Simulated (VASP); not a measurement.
# LaScSi: structure and properties in VASP, part 3 of 5

What structure does LaScSi take at this level, and what are its properties? The start is a computed cell from the Materials Project.

VASP 6.6.1; r2SCAN; plane waves and PAW (La, Sc_sv, Si).

So far. Step 3 (Single point with fields (r2SCAN)): In this run the pressure is -0.03 GPa, small enough to go on. Step 4 (Bands along the symmetry lines (r2SCAN)): There is no gap at this level.

### Step 5. Total and projected DOS (r2SCAN)

A density of states needs more k-points than a total energy; ISMEAR = -5 takes tetrahedra, and LORBIT projects the states on the PAW spheres. The mesh is finer than in the run before.

Input file INCAR:

```
SYSTEM = LaScSi
PREC = Accurate
ENCUT = 400
EDIFF = 1E-06
NELM = 100
ISMEAR = -5
SIGMA = 0.2
LREAL = .FALSE.
ALGO = Normal
METAGGA = R2SCAN
LASPH = .TRUE.
NBANDS = 42
LORBIT = 11
LWAVE = .FALSE.
LCHARG = .FALSE.
KPAR = 4
NEDOS = 2001
```

Input file POSCAR:

```
LaScSi
1.0
    0.0000000000     -4.3593396486      0.0000000000
   -4.3593396486      0.0000000000      0.0000000000
    2.1796698243     -2.1796698243     -8.0579593533
La Sc Si
2 2 2
Direct
    0.3235440838      0.6764559162      0.3529118325
    0.6764559162      0.3235440838      0.6470881675
    0.5000000000      0.0000000000      0.0000000000
    0.0000000000      0.5000000000      0.0000000000
    0.1177636382      0.8822363618      0.7644727237
    0.8822363618      0.1177636382      0.2355272763
```

Input file KPOINTS:

```
Automatic mesh
0
Gamma
7 7 7
0 0 0
```

Potentials, in the order of the species: La, Sc_sv and Si (PBE family, release 64).

Started as:

```sh
mpirun -np 4 vasp_std
```

Log:

```text
[... set-up lines as in an earlier step ...]
 entering main loop
       N       E                     dE             d eps       ncg     rms          rms(c)
DAV:   1     0.668490753191E+03    0.66849E+03   -0.17131E+04  3384   0.134E+03
DAV:   2    -0.174344244480E+02   -0.68593E+03   -0.64973E+03  4664   0.431E+02
DAV:   3    -0.111406129185E+03   -0.93972E+02   -0.90991E+02  5280   0.217E+02
DAV:   4    -0.118817522216E+03   -0.74114E+01   -0.71802E+01  5932   0.516E+01
DAV:   5    -0.119626297108E+03   -0.80877E+00   -0.80351E+00  6286   0.154E+01    0.126E+01
DAV:   6    -0.104593605550E+03    0.15033E+02   -0.28634E+01  5440   0.283E+01    0.612E+00
DAV:   7    -0.103927818773E+03    0.66579E+00   -0.10108E+01  6676   0.124E+01    0.451E+00
DAV:   8    -0.103868577266E+03    0.59242E-01   -0.21699E+00  5312   0.703E+00    0.199E+00
DAV:   9    -0.103881581219E+03   -0.13004E-01   -0.37624E-01  6224   0.302E+00    0.568E-01
DAV:  10    -0.103879462188E+03    0.21190E-02   -0.84678E-02  6168   0.143E+00    0.197E-01
DAV:  11    -0.103881007725E+03   -0.15455E-02   -0.72797E-03  6296   0.532E-01    0.164E-01
DAV:  12    -0.103881212849E+03   -0.20512E-03   -0.16793E-03  6488   0.188E-01    0.816E-02
DAV:  13    -0.103881529332E+03   -0.31648E-03   -0.74034E-04  6128   0.128E-01    0.170E-02
DAV:  14    -0.103881519976E+03    0.93563E-05   -0.11084E-04  6360   0.604E-02    0.844E-03
DAV:  15    -0.103881518844E+03    0.11324E-05   -0.32106E-05  6000   0.264E-02    0.577E-03
DAV:  16    -0.103881519655E+03   -0.81158E-06   -0.28259E-06  5208   0.937E-03
   1 F= -.10388152E+03 E0= -.10388152E+03  d E =0.000000E+00
 -----------------------------------------------------------------------------
|                                                                             |
|           W    W    AA    RRRRR   N    N  II  N    N   GGGG   !!!           |
|           W    W   A  A   R    R  NN   N  II  NN   N  G    G  !!!           |
|           W    W  A    A  R    R  N N  N  II  N N  N  G       !!!           |
|           W WW W  AAAAAA  RRRRR   N  N N  II  N  N N  G  GGG   !            |
|           WW  WW  A    A  R   R   N   NN  II  N   NN  G    G                |
|           W    W  A    A  R    R  N    N  II  N    N   GGGG   !!!           |
|                                                                             |
|     Tetrahedron method does not include variations of the Fermi             |
|     occupations, so forces and stress will be inaccurate. We suggest        |
|     using a different smearing scheme ISMEAR = 1 or 2 for metals in         |
|     relaxations.                                                            |
|                                                                             |
 -----------------------------------------------------------------------------
```

Wall time 82 s (4 MPI ranks of Intel Xeon 6975P-C (Granite Rapids), shared host); peak memory 1.3 GiB; 5.4 min of CPU time.

OUTCAR, selected parts (step 5):

```text
   k-points           NKPTS =     40   k-points in BZ     NKDIM =     40   number of bands    NBANDS=     42

   NELECT =      52.0000    total number of electrons

 E-fermi :   6.7847

 k-point     1 :       0.0000    0.0000    0.0000
  band No.  band energies     occupation
    ...
     23       5.2612      2.00000
     24       5.9029      2.00000
     25       6.0712      2.00000
     26       6.0712      2.00000
     27       6.6283      2.45382
     28       6.6335      0.35749
     29       7.6789      0.00000
     30       8.0579      0.00000
     31       8.0579      0.00000
     32       8.8931      0.00000
    ...

  Total       -0.1312598     -0.1312598      0.0648901      0.0000000     -0.0000000      0.0000000
  in kB       -1.3733328     -1.3733328      0.6789260      0.0000000     -0.0000000      0.0000000
  external PRESSURE =      -0.6892465 kB  Pullay stress =       0.0000000 kB

 POSITION                                       TOTAL-FORCE (eV/Angst)
 -----------------------------------------------------------------------------------
     -2.17967     -2.17967     -2.84375         0.000000     -0.000000     -0.032729
     -0.00000     -4.35934     -5.21421         0.000000      0.000000      0.032729
      0.00000     -2.17967      0.00000         0.000000     -0.000000      0.000000
     -2.17967      0.00000      0.00000         0.000000      0.000000      0.000000
     -2.17967     -2.17967     -6.16009         0.000000     -0.000000     -0.009411
     -0.00000     -4.35934     -1.89787        -0.000000      0.000000      0.009411
 -----------------------------------------------------------------------------------
    total drift:                               -0.000000      0.000000      0.000000

  FREE ENERGIE OF THE ION-ELECTRON SYSTEM (eV)
  ---------------------------------------------------
  free  energy   TOTEN  =      -103.8815196553 eV

  energy  without entropy=     -103.8815196553  energy(sigma->0) =     -103.88151966

[... 6 parts as in an earlier step ...]

[... 10 further parts left out ...]
```

The DOS at the Fermi level is high for the number of transition-metal atoms. It is one value on this mesh and may be a narrow spike; if it stands, a magnetic instability is possible, which a run without spin can't show. With tetrahedra the forces and stress of a metal are not exact derivatives of the energy.

Numbers from this step:

```
irreducible k-points   : 40
free energy (TOTEN)    : -103.8815 eV
Fermi energy           : 6.785 eV
pressure               : -0.06892 GPa
DOS at the Fermi level : 7.208 states/eV/cell
```

The density of states has structure finer than the step of the table below, so its rows give means over 0.5 eV, whole bins alone (the curve runs from -12.0 to 1.82 eV). Peaks (eV: height): total -1.78: 9.77, -1.66: 13.5, 0.26: 11.4, 0.68: 11.5; Sc d -1.78: 1.43, 0.26: 3.58, 0.68: 5.19, 1.04: 2.12; Si p -2.86: 0.734, -2.38: 0.819, -1.78: 1.57, -1.66: 2.16; La f 1.40: 1.87; Si s -7.55: 1.59, -7.13: 2.48.

States under -12.0 eV and over 1.8 eV are left out. Density of states against energy, zero at the Fermi level; means over each step; values in states/eV/cell:

```
energy (eV)   total     Sc d     Si p     La f     Si s
       -9.0       0        0        0        0        0
       -8.5   0.281  0.00347  0.00106   2.3e-4   0.0860
       -8.0    1.37   0.0160  0.00641  0.00136    0.443
       -7.5    3.04   0.0338  0.00790  0.00503     1.09
       -7.0    3.31    0.105   1.0e-3  0.00703     1.26
       -6.5       0        0        0        0        0
       -6.0       0        0        0        0        0
       -5.5       0        0        0        0        0
       -5.0       0        0        0        0        0
       -4.5       0        0        0        0        0
       -4.0  0.0431  0.00223  0.00446   3.6e-5  0.00124
       -3.5    2.72    0.104    0.309  0.00761   0.0382
       -3.0    3.41    0.188    0.424   0.0124   0.0323
       -2.5    3.81    0.329    0.498   0.0266   0.0425
       -2.0    4.59    0.553    0.690   0.0353  0.00746
       -1.5    7.87    0.992     1.17   0.0834  0.00355
       -1.0    3.99    0.605    0.415   0.0717  0.00789
       -0.5    2.31    0.383    0.141   0.0418  0.00354
        0.0    7.10     1.87   0.0994    0.122  0.00811
        0.5    7.64     3.01   0.0838    0.265  0.00893
        1.0    4.41     1.62   0.0527    0.426  0.00477
        1.5    6.58     1.59   0.0821     1.78   0.0110
```

The finer mesh and the other smearing move the Fermi level by -0.01 eV from the 5×5×5 run, a small shift, which tests the Fermi level alone.

### Step 6. Independent-particle dielectric function (r2SCAN)

LOPTICS sums transitions from filled to empty bands. NBANDS is raised for it.

Input file INCAR:

```
SYSTEM = LaScSi
PREC = Accurate
ENCUT = 400
EDIFF = 1E-06
NELM = 100
ISMEAR = 1
SIGMA = 0.2
LREAL = .FALSE.
ALGO = Normal
METAGGA = R2SCAN
LASPH = .TRUE.
NBANDS = 74
LORBIT = 11
LWAVE = .FALSE.
LCHARG = .FALSE.
KPAR = 4
LOPTICS = .TRUE.
NEDOS = 1500
CSHIFT = 0.1
```

POSCAR is that of step 5.

KPOINTS is that of step 5.

Started as:

```sh
mpirun -np 4 vasp_std
```

Log:

```text
[... set-up lines as in an earlier step ...]
 entering main loop
       N       E                     dE             d eps       ncg     rms          rms(c)
DAV:   1     0.510685595820E+03    0.51069E+03   -0.15187E+04  7100   0.759E+02
DAV:   2    -0.384485632751E+02   -0.54913E+03   -0.48465E+03  6024   0.238E+02
DAV:   3    -0.111365933152E+03   -0.72917E+02   -0.67668E+02  6720   0.973E+01
DAV:   4    -0.119054152276E+03   -0.76882E+01   -0.73534E+01  9350   0.294E+01
DAV:   5    -0.119677693622E+03   -0.62354E+00   -0.61241E+00 10608   0.805E+00    0.126E+01
DAV:   6    -0.104723877755E+03    0.14954E+02   -0.12097E+01  8796   0.159E+01    0.585E+00
DAV:   7    -0.103954749946E+03    0.76913E+00   -0.68606E+00 10200   0.633E+00    0.448E+00
DAV:   8    -0.103913249795E+03    0.41500E-01   -0.15621E+00  9470   0.380E+00    0.238E+00
DAV:   9    -0.103917318526E+03   -0.40687E-02   -0.79312E-01 10606   0.244E+00    0.122E+00
DAV:  10    -0.103879121178E+03    0.38197E-01   -0.21980E-01 10344   0.111E+00    0.283E-01
DAV:  11    -0.103881433396E+03   -0.23122E-02   -0.15012E-02 10168   0.359E-01    0.150E-01
DAV:  12    -0.103881778264E+03   -0.34487E-03   -0.14854E-03  9888   0.146E-01    0.927E-02
DAV:  13    -0.103881924422E+03   -0.14616E-03   -0.45813E-04 10016   0.845E-02    0.259E-02
DAV:  14    -0.103881902176E+03    0.22246E-04   -0.11208E-04  9560   0.325E-02    0.156E-02
DAV:  15    -0.103881908997E+03   -0.68204E-05   -0.37366E-05 10120   0.184E-02    0.465E-03
DAV:  16    -0.103881909855E+03   -0.85879E-06   -0.64000E-06 10232   0.569E-03
   1 F= -.10388191E+03 E0= -.10388043E+03  d E =-.443255E-02
 optical routines
 imaginary and real dielectric function
 direction            1
 direction            2
 direction            3
```

Run time: 2.2 min. Hardware: 4 MPI ranks; peak memory 2.5 GiB; 8.7 min of CPU time.

From OUTCAR (step 6):

```text
   k-points           NKPTS =     40   k-points in BZ     NKDIM =     40   number of bands    NBANDS=     74

   NELECT =      52.0000    total number of electrons

 E-fermi :   6.7918

 k-point     1 :       0.0000    0.0000    0.0000
  band No.  band energies     occupation
    ...
     24       5.8969      2.00000
     25       6.0736      2.00000
     26       6.0736      2.00000
     27       6.6300      1.98463
     28       6.6491      1.92913
     29       7.6870     -0.00000
     30       8.0545     -0.00000
     31       8.0545     -0.00000
     32       8.8852     -0.00000
     33       8.8860     -0.00000
    ...

  Total       -0.0569358     -0.0569358      0.1898354      0.0000000      0.0000000      0.0000000
  in kB       -0.5957022     -0.5957022      1.9861923      0.0000000      0.0000000      0.0000000
  external PRESSURE =       0.2649293 kB  Pullay stress =       0.0000000 kB

 POSITION                                       TOTAL-FORCE (eV/Angst)
 -----------------------------------------------------------------------------------
     -2.17967     -2.17967     -2.84375         0.000000     -0.000000     -0.012544
     -0.00000     -4.35934     -5.21421        -0.000000      0.000000      0.012544
      0.00000     -2.17967      0.00000        -0.000000      0.000000      0.000000
     -2.17967      0.00000      0.00000         0.000000      0.000000      0.000000
     -2.17967     -2.17967     -6.16009        -0.000000      0.000000      0.013313
     -0.00000     -4.35934     -1.89787         0.000000     -0.000000     -0.013313
 -----------------------------------------------------------------------------------
    total drift:                               -0.000000      0.000000      0.000000

  FREE ENERGIE OF THE ION-ELECTRON SYSTEM (eV)
  ---------------------------------------------------
  free  energy   TOTEN  =      -103.8819098554 eV

  energy  without entropy=     -103.8774773076  energy(sigma->0) =     -103.88043234

 plasma frequency squared (from intraband transitions) (eV^2)
  --------------------------------------------------------------------------------------
       7.402       0.000       0.000
       0.000       7.402       0.000
       0.000       0.000       4.143

[... 7 parts as in an earlier step ...]

[... 9 further parts left out ...]
```

These are independent-particle spectra without excitons or local fields, and fine structure depends on the mesh and on CSHIFT. The intraband (Drude) part is not in this spectrum.

Numbers from this step:

```yaml
bands: 74
free_energy_toten: -103.8819 eV
fermi_energy: 6.792 eV
pressure: 0.02649 GPa
```

The imaginary dielectric function has structure finer than the step of the table below, so its rows give means over 1 eV, whole bins alone (the curve runs from 0 to 25.0 eV). Peaks (eV: height): xx 0.3: 35.3, 1.6: 21.4; zz 0.2: 45.9, 1.2: 35.2.

Imaginary dielectric function against photon energy; means over each step:

```
photon energy (eV)     xx     zz
                 1   17.1   27.5
                 2   17.4   15.5
                 3   11.1   10.1
                 4   8.77   8.36
                 5   7.25   7.08
                 6   6.65   7.12
                 7   4.63   4.35
                 8   2.32   2.63
                 9   1.95   2.13
                10   1.45   1.43
                11  0.980  0.940
                12  0.635  0.628
                13  0.306  0.338
                14  0.192  0.187
                15  0.127  0.120
                16  0.102  0.114
                17  0.572  0.819
                18  0.923   1.05
                19  0.797  0.642
                20  0.765  0.808
                21   1.36   1.26
                22   1.26  0.922
                23  0.544  0.550
                24  0.448  0.536
```

Real dielectric function against photon energy:

```
photon energy (eV)      xx      zz
                 0    75.7    94.3
                 1    13.5    25.0
                 2    5.03   0.665
                 3    1.75    2.50
                 4   0.137   0.232
                 5  0.0392    1.44
                 6  -0.240   -1.18
                 7   -3.02   -3.17
                 8   -1.98   -1.61
                 9   -1.29   -1.61
                10   -1.16   -1.29
                11  -0.804  -0.847
                12  -0.625  -0.606
                13  -0.176  -0.175
                14   0.191   0.154
                15   0.492   0.505
                16   0.856   0.905
                17    1.64    1.77
                18   0.864   0.404
                19   0.672   0.602
                20   0.974   0.890
                21    1.09   0.706
                22  -0.223  0.0326
                23   0.163   0.320
                24   0.225   0.267
```

### Step 7. Volume scan with r2SCAN

An equation of state needs energies on both sides of the minimum, all on one mesh and cutoff.

INCAR, as its differences from that of step 6:

```diff
@@ -11,3 +11,3 @@
 LASPH = .TRUE.
-NBANDS = 74
+NBANDS = 32
 LORBIT = 11
@@ -16,4 +16,2 @@
 KPAR = 4
-LOPTICS = .TRUE.
-NEDOS = 1500
-CSHIFT = 0.1
+ISIF = 2
```

POSCAR, as its differences from that of step 6:

```diff
@@ -2,5 +2,5 @@
 1.0
-    0.0000000000     -4.3593396486      0.0000000000
-   -4.3593396486      0.0000000000      0.0000000000
-    2.1796698243     -2.1796698243     -8.0579593533
+    0.0000000000     -4.2703485629      0.0000000000
+   -4.2703485629      0.0000000000      0.0000000000
+    2.1351742815     -2.1351742815     -7.8934650471
 La Sc Si
```

Input file KPOINTS:

```
Automatic mesh
0
Gamma
5 5 5
0 0 0
```

Started as:

```sh
mpirun -np 4 vasp_std
```

Log:

```text
[... set-up lines as in an earlier step ...]
 entering main loop
       N       E                     dE             d eps       ncg     rms          rms(c)
DAV:   1     0.714438188568E+03    0.71444E+03   -0.18097E+04  1160   0.180E+03
DAV:   2    -0.319176893752E+00   -0.71476E+03   -0.70492E+03  1832   0.582E+02
DAV:   3    -0.106721274467E+03   -0.10640E+03   -0.10514E+03  1984   0.303E+02
DAV:   4    -0.118145566862E+03   -0.11424E+02   -0.11211E+02  2144   0.778E+01
DAV:   5    -0.119396818538E+03   -0.12513E+01   -0.12247E+01  2184   0.233E+01    0.135E+01
DAV:   6    -0.104406165705E+03    0.14991E+02   -0.31624E+01  1688   0.388E+01    0.635E+00
DAV:   7    -0.103783759655E+03    0.62241E+00   -0.10694E+01  2272   0.173E+01    0.467E+00
DAV:   8    -0.103735600553E+03    0.48159E-01   -0.22100E+00  1680   0.914E+00    0.200E+00
DAV:   9    -0.103745905118E+03   -0.10305E-01   -0.30613E-01  2120   0.378E+00    0.530E-01
DAV:  10    -0.103748392157E+03   -0.24870E-02   -0.39328E-02  2160   0.156E+00    0.188E-01
DAV:  11    -0.103749117356E+03   -0.72520E-03   -0.60830E-03  2256   0.602E-01    0.154E-01
DAV:  12    -0.103749390079E+03   -0.27272E-03   -0.86275E-04  2280   0.227E-01    0.617E-02
DAV:  13    -0.103749606834E+03   -0.21676E-03   -0.32482E-04  2152   0.125E-01    0.107E-02
DAV:  14    -0.103749613998E+03   -0.71641E-05   -0.82718E-05  2224   0.624E-02    0.863E-03
DAV:  15    -0.103750150186E+03   -0.53619E-03   -0.43058E-03  1800   0.357E-01    0.612E-02
DAV:  16    -0.103749620063E+03    0.53012E-03   -0.26696E-03  1960   0.344E-01    0.303E-02
DAV:  17    -0.103749619502E+03    0.56103E-06   -0.39067E-04  2304   0.110E-01    0.154E-02
DAV:  18    -0.103749617642E+03    0.18596E-05   -0.32176E-05  2032   0.337E-02    0.127E-02
DAV:  19    -0.103749615046E+03    0.25968E-05   -0.89246E-06  1800   0.182E-02    0.109E-02
DAV:  20    -0.103749613989E+03    0.10568E-05   -0.18235E-06  1344   0.106E-02    0.106E-02
DAV:  21    -0.103749613230E+03    0.75880E-06   -0.36821E-07  1008   0.819E-03
   1 F= -.10374961E+03 E0= -.10375350E+03  d E =0.116554E-01
```

Run time: 46 s. Hardware: 4 MPI ranks; peak memory 0.98 GiB; 3 min of CPU time.

From OUTCAR (step 7):

```text
   ENCUT  =  400.0 eV  29.40 Ry    5.42 a.u.   6.96  6.96 13.78*2*pi/ulx,y,z

   NELECT =      52.0000    total number of electrons

 E-fermi :   7.3399

 k-point     1 :       0.0000    0.0000    0.0000
  band No.  band energies     occupation
    ...
     24       6.3143      2.00000
     25       6.6477      2.00001
     26       6.6477      2.00001
     27       7.0817      2.06968
     28       7.1445      2.04515
     29       8.3251     -0.00000
     30       8.6654     -0.00000
     31       8.6654     -0.00000
     32       9.5769     -0.00000

  Total        3.9875167      3.9875167      4.4016227      0.0000000      0.0000000     -0.0000000
  in kB       44.3832152     44.3832152     48.9924385      0.0000000      0.0000000     -0.0000000
  external PRESSURE =      45.9196230 kB  Pullay stress =       0.0000000 kB

 POSITION                                       TOTAL-FORCE (eV/Angst)
 -----------------------------------------------------------------------------------
     -2.13517     -2.13517     -2.78570         0.000000     -0.000000     -0.189947
     -0.00000     -4.27035     -5.10777        -0.000000      0.000000      0.189947
      0.00000     -2.13517      0.00000         0.000000     -0.000000      0.000000
     -2.13517      0.00000      0.00000         0.000000     -0.000000      0.000000
     -2.13517     -2.13517     -6.03434        -0.000000      0.000000      0.115509
     -0.00000     -4.27035     -1.85913         0.000000     -0.000000     -0.115509
 -----------------------------------------------------------------------------------
    total drift:                               -0.000000      0.000000      0.000000

  FREE ENERGIE OF THE ION-ELECTRON SYSTEM (eV)
  ---------------------------------------------------
  free  energy   TOTEN  =      -103.7496132300 eV

  energy  without entropy=     -103.7612685929  energy(sigma->0) =     -103.75349835

[... 3 parts as in an earlier step ...]

[... 13 further parts left out ...]
```

The scan keeps the cell's shape and the fractional positions fixed.

Numbers from this step:

```yaml
scf_cycles: 21
bands: 32
irreducible_k_points: 18
free_energy_toten: -103.7496 eV
energy_at_zero_smearing: -103.7535 eV
fermi_energy: 7.340 eV
pressure: 4.592 GPa
```

Force by atom:

```
atom  x (eV/Å)  y (eV/Å)  z (eV/Å)   size
 La1     0.000     0.000    -0.190  0.190
 La2     0.000     0.000     0.190  0.190
 Sc3     0.000     0.000     0.000  0.000
 Sc4     0.000     0.000     0.000  0.000
 Si5     0.000     0.000     0.116  0.116
 Si6     0.000     0.000    -0.116  0.116
```

The pressure here is 4.59 GPa.

[end of part 3 of 5]

[Lines on the potential files, build, host, timing and source positions are cut from VASP's logs without a mark.]

[Logs are printed without paths, hosts, clocks, repeated set-up lines and the standing remarks that a program may print on its own settings, such as how far it seeks lower states.]

[Hosts, paths, dates, database ids (printed as entryN), source tags and the programs' standing remarks are cut or masked in the printed files.]

[A measured line is paired with the nearest computed mode of its activity, which favours agreement.]

[In band tables of VASP the shares of atoms and orbitals are scaled to a sum of 1 inside the atoms' spheres.]
